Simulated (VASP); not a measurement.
Data:

```
BaZrO3
1.0
    4.15767     0.00000     0.00000
    0.00000     4.15767     0.00000
    0.00000     0.00000     4.15767
Ba Zr O
1 1 3
Cartesian
  0.00000   0.00000   0.00000
  2.07883   2.07883   2.07883
  2.07883   0.00000   2.07883
  0.00000   2.07883   2.07883
  2.07883   2.07883   0.00000
```

Level of theory: LDA (Ceperley-Alder, Perdew-Zunger), VASP's LDA PAW potentials (set 64) (plane waves; VASP). Run with 620 eV cut-off, 5×5×5 Γ-centred mesh, Gaussian smearing of 0.050 eV, potentials Ba_sv Zr_sv O.

Energy and stress use the plane-wave basis of the starting cell.

### Question
The ions, cell shape and volume at an external pressure of 5.0 GPa are relaxed. Give the cell that the relaxation ends in.

### Answer

```
BaZrO3
1.0
    4.12080     0.00000     0.00000
    0.00000     4.12080     0.00000
    0.00000     0.00000     4.12080
Ba Zr O
1 1 3
Direct
  0.00000   0.00000   0.00000
  0.50000   0.50000   0.50000
  0.50000   0.00000   0.50000
  0.00000   0.50000   0.50000
  0.50000   0.50000   0.00000
```
Space group Pm-3m (221), at a tolerance of 0.03 Å.

### Question
How do energy and volume change from the first to the last step?

### Answer
The energy (σ→0) changes by +5.7 meV/atom and the volume by -2.6 %, in 3 ionic steps.

```
step  E(σ→0) (eV)  max force (eV/Å)  pressure (GPa)  volume (Å³)
----  -----------  ----------------  --------------  -----------
1        -45.7496             0.000           -0.01        71.87
2        -45.5711             0.000           13.30        67.30
3        -45.7211             0.000            4.94        69.98
```

The compound is BaZrO3 in the cubic perovskite structure. This run relaxes it under an external pressure of 5 GPa. Symmetry was kept, so distortions that lower it aren't found.
